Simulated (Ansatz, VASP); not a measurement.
# NbP: VASP beside Ansatz

Wanted: the spread between two codes on one cell, functional and k mesh.

Method: plane waves, with VASP 6.6.1 beside it; relaxation of cell and atoms at r2SCAN with rVV10, in Ansatz 0.2.0.

**1. Starting point**

Symmetry: I4_1md, No. 109, tetragonal system. Conventional cell: a = 3.350 Å, b = 3.350 Å, c = 11.480 Å, α = 90.00°, β = 90.00°, γ = 90.00°. Nb has 6 P at 2.55 Å nearest. Nearest to P lie 6 Nb at 2.55 Å. Farther neighbours are not listed.

Structure file:

```cif
data_structure
_symmetry_space_group_name_H-M 'P 1'
_symmetry_Int_Tables_number 1
_cell_length_a 6.2096
_cell_length_b 6.2096
_cell_length_c 6.2096
_cell_angle_alpha 148.704
_cell_angle_beta 148.704
_cell_angle_gamma 44.848
_cell_volume 64.41
loop_
_atom_site_label
_atom_site_type_symbol
_atom_site_fract_x
_atom_site_fract_y
_atom_site_fract_z
_atom_site_occupancy
Nb1 Nb 0.74988 0.74988 0.00000 1
Nb2 Nb 0.49988 0.99988 0.50000 1
P3 P 0.33275 0.33275 0.00000 1
P4 P 0.08275 0.58275 0.50000 1
```

**2. VASP: relaxation of cell and atoms, r2SCAN with rVV10**

The relaxed volume is the usual yardstick between codes: its relative difference is about their pressure difference at one cell divided by the bulk modulus.

Lines of VASP's logs that name or quote its potential files are left out, and so is its time.

Input file INCAR:

```
SYSTEM = NbP
PREC = Accurate
ENCUT = 520
EDIFF = 1E-06
NELM = 100
ISMEAR = -1
SIGMA = 0.05
LREAL = .FALSE.
ALGO = Normal
METAGGA = R2SCAN
LUSE_VDW = .TRUE.
IVDW_NL = 2
BPARAM = 11.95
CPARAM = 0.0093
LASPH = .TRUE.
NBANDS = 24
LORBIT = 11
LWAVE = .FALSE.
LCHARG = .FALSE.
KPAR = 4
IBRION = 2
NSW = 60
ISIF = 3
EDIFFG = -0.01
```

Input file POSCAR:

```
NbP
1.0
   -1.6749232544      1.6749232544      5.7401081759
    1.6749232544     -1.6749232544      5.7401081759
    1.6749232544      1.6749232544     -5.7401081759
Nb P
2 2
Direct
    0.7498808000      0.7498808000      0.0000000000
    0.4998808000      0.9998808000      0.5000000000
    0.3327477700      0.3327477700      0.0000000000
    0.0827477800      0.5827477800      0.5000000000
```

Input file KPOINTS:

```
Automatic mesh
0
Gamma
8 8 8
0 0 0
```

Potentials, in the order of the species: Nb_sv and P (PBE family, release 64).

Started as:

```sh
mpirun -np 4 vasp_std
```

Numbers of over 12 decimals in the logs are rounded to 6 here.

What it wrote:

```text
[banner, memory and clock lines left out]
running    4 mpi-ranks, on    1 nodes
 distrk:  each k-point on    1 cores,    4 groups
 distr:  one band on    1 cores,    1 groups

 POSCAR found type information on POSCAR NbP
 POSCAR found :  2 types and       4 ions
|                                                                             |
|               ----> ADVICE to this user running VASP <----                  |
|                                                                             |
|     You have switched on vdW-DFT.                                           |
|     This routine was written and supplied by Jiri Klimes. We recommend      |
|     that you carefully read and cite the following publications:            |
|       J. Klimes, D.R. Bowler, A. Michelides                                 |
|          J. Phys.: Cond Matt. 22 022201 (2010)                              |
|       J. Klimes, D.R. Bowler, A. Michelides                                 |
|          Phys. Rev. B. 83, 195131 (2011)                                    |
|     and references therein.                                                 |
|                                                                             |

|                                                                             |
|               ----> ADVICE to this user running VASP <----                  |
|                                                                             |
|     You enforced a specific xc type in the INCAR file but a different       |
|     [... a line on the potential file left out ...]
|     I HOPE YOU KNOW WHAT YOU ARE DOING!                                     |
|                                                                             |

 LDA part: xc-table for (None), standard interpolation
 POSCAR, INCAR and KPOINTS ok, starting setup
 FFT: planning ... GRIDC
 FFT: planning ... GRID_SOFT
 FFT: planning ... GRID
 WAVECAR not read
 entering main loop
       N       E                     dE             d eps       ncg     rms          rms(c)
Total rVV10 correction in eV:      0.5505753    37.7584048
Total rVV10 correction in eV:      0.5505753    37.7584048
Total rVV10 correction in eV:      0.5505753    37.7584048
Total rVV10 correction in eV:      0.5505753    37.7584048
DAV:   1     0.317665722233E+03    0.31767E+03   -0.19805E+04  2832   0.154E+03
DAV:   2    -0.541178477286E+02   -0.37178E+03   -0.36299E+03  3424   0.564E+02
DAV:   3    -0.851898135582E+02   -0.31072E+02   -0.30699E+02  5368   0.117E+02
DAV:   4    -0.871082276664E+02   -0.19184E+01   -0.19102E+01  4216   0.238E+01
DAV:   5    -0.872025225905E+02   -0.94295E-01   -0.94269E-01  5040   0.589E+00    0.165E+01
Total rVV10 correction in eV:      0.5279501    37.7584047
Total rVV10 correction in eV:      0.5279501    37.7584047
Total rVV10 correction in eV:      0.5279501    37.7584047
Total rVV10 correction in eV:      0.5279501    37.7584047
DAV:   6    -0.713989873848E+02    0.15804E+02   -0.11295E+01  4640   0.329E+01    0.567E+00
Total rVV10 correction in eV:      0.5223358    37.7584047
Total rVV10 correction in eV:      0.5223358    37.7584047
Total rVV10 correction in eV:      0.5223358    37.7584047
Total rVV10 correction in eV:      0.5223358    37.7584047
DAV:   7    -0.714830822495E+02   -0.84095E-01   -0.43801E-01  4184   0.497E+00    0.330E+00
Total rVV10 correction in eV:      0.5195454    37.7584047
Total rVV10 correction in eV:      0.5195454    37.7584047
Total rVV10 correction in eV:      0.5195454    37.7584047
Total rVV10 correction in eV:      0.5195454    37.7584047
DAV:   8    -0.715205899777E+02   -0.37508E-01   -0.55831E-02  4128   0.191E+00    0.316E-01
Total rVV10 correction in eV:      0.5196496    37.7584047
Total rVV10 correction in eV:      0.5196496    37.7584047
Total rVV10 correction in eV:      0.5196496    37.7584047
Total rVV10 correction in eV:      0.5196496    37.7584047
DAV:   9    -0.715225880200E+02   -0.19980E-02   -0.11139E-02  5208   0.694E-01    0.273E-01
Total rVV10 correction in eV:      0.5197306    37.7584047
Total rVV10 correction in eV:      0.5197306    37.7584047
Total rVV10 correction in eV:      0.5197306    37.7584047
Total rVV10 correction in eV:      0.5197306    37.7584047
DAV:  10    -0.715227393987E+02   -0.15138E-03   -0.22162E-04  4368   0.109E-01    0.224E-01
Total rVV10 correction in eV:      0.5201227    37.7584047
Total rVV10 correction in eV:      0.5201227    37.7584047
Total rVV10 correction in eV:      0.5201227    37.7584047
Total rVV10 correction in eV:      0.5201227    37.7584047
DAV:  11    -0.715231538961E+02   -0.41450E-03   -0.76238E-04  3728   0.265E-01    0.393E-02
Total rVV10 correction in eV:      0.5201157    37.7584047
Total rVV10 correction in eV:      0.5201157    37.7584047
Total rVV10 correction in eV:      0.5201157    37.7584047
Total rVV10 correction in eV:      0.5201157    37.7584047
DAV:  12    -0.715231448994E+02    0.89967E-05   -0.41486E-05  4656   0.714E-02    0.258E-02
Total rVV10 correction in eV:      0.5201283    37.7584047
Total rVV10 correction in eV:      0.5201283    37.7584047
Total rVV10 correction in eV:      0.5201283    37.7584047
Total rVV10 correction in eV:      0.5201283    37.7584047
DAV:  13    -0.715231412089E+02    0.36905E-05   -0.20801E-05  4272   0.380E-02    0.108E-02
[...]
Total rVV10 correction in eV:      0.5046448    37.7584048
Total rVV10 correction in eV:      0.5046448    37.7584048
Total rVV10 correction in eV:      0.5046448    37.7584048
Total rVV10 correction in eV:      0.5046448    37.7584048
DAV:   4    -0.714948365600E+02    0.13095E-02   -0.59568E-02  4608   0.123E+00    0.309E-01
Total rVV10 correction in eV:      0.5039550    37.7584048
Total rVV10 correction in eV:      0.5039550    37.7584048
Total rVV10 correction in eV:      0.5039550    37.7584048
Total rVV10 correction in eV:      0.5039550    37.7584048
DAV:   5    -0.714967450612E+02   -0.19085E-02   -0.15509E-02  5608   0.933E-01    0.321E-01
Total rVV10 correction in eV:      0.5034657    37.7584048
Total rVV10 correction in eV:      0.5034657    37.7584048
Total rVV10 correction in eV:      0.5034657    37.7584048
Total rVV10 correction in eV:      0.5034657    37.7584048
DAV:   6    -0.714998028985E+02   -0.30578E-02   -0.85410E-03  5344   0.677E-01    0.105E-01
Total rVV10 correction in eV:      0.5035011    37.7584048
Total rVV10 correction in eV:      0.5035011    37.7584048
Total rVV10 correction in eV:      0.5035011    37.7584048
Total rVV10 correction in eV:      0.5035011    37.7584048
DAV:   7    -0.714996127471E+02    0.19015E-03   -0.13605E-03  4576   0.261E-01    0.232E-02
Total rVV10 correction in eV:      0.5035006    37.7584048
Total rVV10 correction in eV:      0.5035006    37.7584048
Total rVV10 correction in eV:      0.5035006    37.7584048
Total rVV10 correction in eV:      0.5035006    37.7584048
DAV:   8    -0.714996126281E+02    0.11899E-06   -0.71437E-05  4368   0.527E-02    0.230E-02
Total rVV10 correction in eV:      0.5035060    37.7584048
Total rVV10 correction in eV:      0.5035060    37.7584048
Total rVV10 correction in eV:      0.5035060    37.7584048
Total rVV10 correction in eV:      0.5035060    37.7584048
DAV:   9    -0.714996131583E+02   -0.53014E-06   -0.35390E-06  3432   0.144E-02
Total rVV10 correction in eV:      0.5034705    37.7584048
Total rVV10 correction in eV:      0.5034705    37.7584048
Total rVV10 correction in eV:      0.5034705    37.7584048
Total rVV10 correction in eV:      0.5034705    37.7584048
Total rVV10 correction in eV:      0.5034733    37.7584048
Total rVV10 correction in eV:      0.5034733    37.7584048
Total rVV10 correction in eV:      0.5034733    37.7584048
Total rVV10 correction in eV:      0.5034733    37.7584048
   2 F= -.71499613E+02 E0= -.71496397E+02  d E =0.235275E-01
 trial-energy change:    0.023527  1 .order    0.024369   -0.051488    0.100226
 step:   0.3469(harm=  0.3394)  dis= 0.00001  next Energy=   -71.532107 (dE=-0.897E-02)
 bond charge predicted
       N       E                     dE             d eps       ncg     rms          rms(c)
Total rVV10 correction in eV:      0.5027756    37.7584048
Total rVV10 correction in eV:      0.5027756    37.7584048
Total rVV10 correction in eV:      0.5027756    37.7584048
Total rVV10 correction in eV:      0.5027756    37.7584048
DAV:   1    -0.716939907980E+02   -0.19438E+00   -0.68780E+00  3608   0.307E+01    0.318E+00
Total rVV10 correction in eV:      0.5103862    37.7584048
Total rVV10 correction in eV:      0.5103862    37.7584048
Total rVV10 correction in eV:      0.5103862    37.7584048
Total rVV10 correction in eV:      0.5103862    37.7584048
DAV:   2    -0.715641262988E+02    0.12986E+00   -0.78717E-01  4424   0.862E+00    0.144E+00
Total rVV10 correction in eV:      0.5132452    37.7584048
Total rVV10 correction in eV:      0.5132452    37.7584048
Total rVV10 correction in eV:      0.5132452    37.7584048
Total rVV10 correction in eV:      0.5132452    37.7584048
DAV:   3    -0.715312257157E+02    0.32901E-01   -0.89114E-02  5384   0.251E+00    0.484E-01
Total rVV10 correction in eV:      0.5137498    37.7584048
Total rVV10 correction in eV:      0.5137498    37.7584048
Total rVV10 correction in eV:      0.5137498    37.7584048
Total rVV10 correction in eV:      0.5137498    37.7584048
DAV:   4    -0.715300761310E+02    0.11496E-02   -0.23035E-02  5240   0.732E-01    0.193E-01
Total rVV10 correction in eV:      0.5141324    37.7584048
Total rVV10 correction in eV:      0.5141324    37.7584048
Total rVV10 correction in eV:      0.5141324    37.7584048
Total rVV10 correction in eV:      0.5141324    37.7584048
DAV:   5    -0.715314307482E+02   -0.13546E-02   -0.50319E-03  5568   0.495E-01    0.196E-01
Total rVV10 correction in eV:      0.5143076    37.7584048
Total rVV10 correction in eV:      0.5143076    37.7584048
Total rVV10 correction in eV:      0.5143076    37.7584048
Total rVV10 correction in eV:      0.5143076    37.7584048
DAV:   6    -0.715322905240E+02   -0.85978E-03   -0.21712E-03  5288   0.280E-01    0.241E-02
Total rVV10 correction in eV:      0.5143343    37.7584048
Total rVV10 correction in eV:      0.5143343    37.7584048
Total rVV10 correction in eV:      0.5143343    37.7584048
Total rVV10 correction in eV:      0.5143343    37.7584048
DAV:   7    -0.715322992061E+02   -0.86822E-05   -0.12937E-04  3992   0.813E-02    0.206E-02
Total rVV10 correction in eV:      0.5143478    37.7584048
Total rVV10 correction in eV:      0.5143478    37.7584048
Total rVV10 correction in eV:      0.5143478    37.7584048
Total rVV10 correction in eV:      0.5143478    37.7584048
DAV:   8    -0.715322972979E+02    0.19082E-05   -0.13010E-05  4480   0.283E-02    0.724E-03
Total rVV10 correction in eV:      0.5143706    37.7584048
Total rVV10 correction in eV:      0.5143706    37.7584048
Total rVV10 correction in eV:      0.5143706    37.7584048
Total rVV10 correction in eV:      0.5143706    37.7584048
DAV:   9    -0.715322982790E+02   -0.98110E-06   -0.14874E-06  2776   0.105E-02
Total rVV10 correction in eV:      0.5143608    37.7584048
Total rVV10 correction in eV:      0.5143608    37.7584048
Total rVV10 correction in eV:      0.5143608    37.7584048
Total rVV10 correction in eV:      0.5143608    37.7584048
Total rVV10 correction in eV:      0.5143622    37.7584048
Total rVV10 correction in eV:      0.5143622    37.7584048
Total rVV10 correction in eV:      0.5143622    37.7584048
Total rVV10 correction in eV:      0.5143622    37.7584048
   3 F= -.71532298E+02 E0= -.71529022E+02  d E =-.915764E-02
 curvature:  -0.17 expect dE=-0.308E-05 dE for cont linesearch -0.275E-05
 trial: gam=-0.01738 g(F)=  0.726E-06 g(S)=  0.174E-04 ort = 0.913E-03 (trialstep = 0.869E+00)
 search vector abs. value=  0.198E-05
 reached required accuracy - stopping structural energy minimisation
```

From OUTCAR (step 2):

```text
ion  position               nearest neighbor table
   1  0.750  0.750  0.000-   4 2.55   4 2.55   3 2.55   3 2.55   3 2.55   3 2.55
   2  0.500  1.000  0.500-   3 2.55   3 2.55   4 2.55   4 2.55   4 2.55   4 2.55
   3  0.333  0.333  0.000-   2 2.55   2 2.55   1 2.55   1 2.55   1 2.55   1 2.55
   4  0.083  0.583  0.500-   1 2.55   1 2.55   2 2.55   2 2.55   2 2.55   2 2.55

  LATTYP: Found a body centered tetragonal cell.
 ALAT       =     3.3498465088
 C/A-ratio  =     3.4270872775

 Subroutine GETGRP returns: Found  8 space group operations
 (whereof  4 operations were pure point group operations)

The static configuration has the point symmetry C_2v.
 The point group associated with its full space group is C_4v.

 Found     59 irreducible k-points:

   k-points           NKPTS =     59   k-points in BZ     NKDIM =     59   number of bands    NBANDS=     24

   dimension x,y,z NGX =    48 NGY =   48 NGZ =   48
   dimension x,y,z NGXF=    96 NGYF=   96 NGZF=   96

   ENCUT  =  520.0 eV  38.22 Ry    6.18 a.u.  11.55 11.55 11.55*2*pi/ulx,y,z

   NELECT =      36.0000    total number of electrons

 k-points in reciprocal lattice and weights: Automatic mesh
   0.00000000  0.00000000  0.00000000       0.002
   0.12500000 -0.00000000  0.00000000       0.016
   0.25000000 -0.00000000  0.00000000       0.016
   0.37500000  0.00000000  0.00000000       0.016
   0.50000000 -0.00000000  0.00000000       0.008
   0.12500000  0.12500000  0.00000000       0.016
   0.25000000  0.12500000  0.00000000       0.031
   0.37500000  0.12500000  0.00000000       0.031
   0.50000000  0.12500000  0.00000000       0.031
[...]
-0.37500000 -0.37500000  0.37500000       0.004
   0.50000000  0.50000000  0.50000000       0.002

 average (electrostatic) potential at core
       1 -83.1921       2 -83.1921       3 -80.5498       4 -80.5498

 E-fermi :  10.7764

 k-point     1 :       0.0000    0.0000    0.0000
  band No.  band energies     occupation
    ...
     14       8.3478      2.00000
     15       8.5002      2.00000
     16       8.9437      2.00000
     17       9.2871      2.00000
     18       9.2871      2.00000
     19      11.6700      0.00000
     20      12.4878      0.00000
     21      13.6252      0.00000
     22      14.1214      0.00000
     23      14.1214      0.00000
    ...

 k-point     2 :       0.1250   -0.0000    0.0000
  band No.  band energies     occupation
    ...
     14       8.1829      2.00000
     15       8.5628      2.00000
     16       8.8740      2.00000
     17       9.1898      2.00000
     18       9.5714      2.00000
     19      11.4196      0.00001
     20      12.1175      0.00000
     21      13.1788      0.00000
     22      13.8884      0.00000
     23      14.3214      0.00000
    ...

 k-point     3 :       0.2500   -0.0000    0.0000
  band No.  band energies     occupation
    ...
     14       7.8205      2.00000
     15       8.8013      2.00000
     16       8.8041      2.00000
     17       9.0370      2.00000
     18      10.1624      1.99999
     19      11.0923      0.00360
     20      11.9681      0.00000
     21      12.5603      0.00000
     22      13.4896      0.00000
     23      14.1305      0.00000
    ...

  Total       -0.0189876     -0.0189876     -0.0269104      0.0000000      0.0000000      0.0000000
  in kB       -0.4793994     -0.4793994     -0.6794328      0.0000000      0.0000000      0.0000000
  external PRESSURE =      -0.5460772 kB  Pullay stress =       0.0000000 kB

  energy-cutoff  :      520.00
  volume of cell :       63.46
      direct lattice vectors                 reciprocal lattice vectors
    -1.666010555  1.666010555  5.715685136     0.000000000  0.300118147  0.087478577
     1.666010555 -1.666010555  5.715685136     0.300118147  0.000000000  0.087478577
     1.666010555  1.666010555 -5.715685136     0.300118147  0.300118147  0.000000000

 POSITION                                       TOTAL-FORCE (eV/Angst)
 -----------------------------------------------------------------------------------
      0.00000      0.00000      8.57215         0.000000     -0.000000     -0.001940
      1.66601     -0.00000      5.71431        -0.000000      0.000000     -0.001940
      0.00000      0.00000      3.80378        -0.000000      0.000000      0.001940
      1.66601      0.00000      0.94593         0.000000     -0.000000      0.001940
 -----------------------------------------------------------------------------------
    total drift:                                0.000000      0.000000      0.000096

  FREE ENERGIE OF THE ION-ELECTRON SYSTEM (eV)
  ---------------------------------------------------
  free  energy   TOTEN  =       -71.5322982790 eV

  energy  without entropy=      -71.5257464010  energy(sigma->0) =      -71.52902234

 reached required accuracy - stopping structural energy minimisation

 total charge
# of ion       s       p       d       tot
------------------------------------------
    1        2.156   6.033   2.442  10.630
    2        2.156   6.033   2.442  10.630
    3        1.016   1.564   0.000   2.580
    4        1.016   1.564   0.000   2.580
--------------------------------------------------
tot          6.343  15.194   4.884  26.421

[... 3 further parts left out ...]
```

The run keeps the 8 symmetry operations of its start, so it cannot find a distortion of lower symmetry.

(Continued in part 2 of 2.)

[Lines on the potential files, build, host, timing and source positions are cut from VASP's logs without a mark.]

[Logs are printed without paths, hosts, clocks, repeated set-up lines and the standing remarks that a program may print on its own settings, such as how far it seeks lower states.]

[Hosts, paths, dates, database ids (printed as entryN), source tags and the programs' standing remarks are cut or masked in the printed files.]
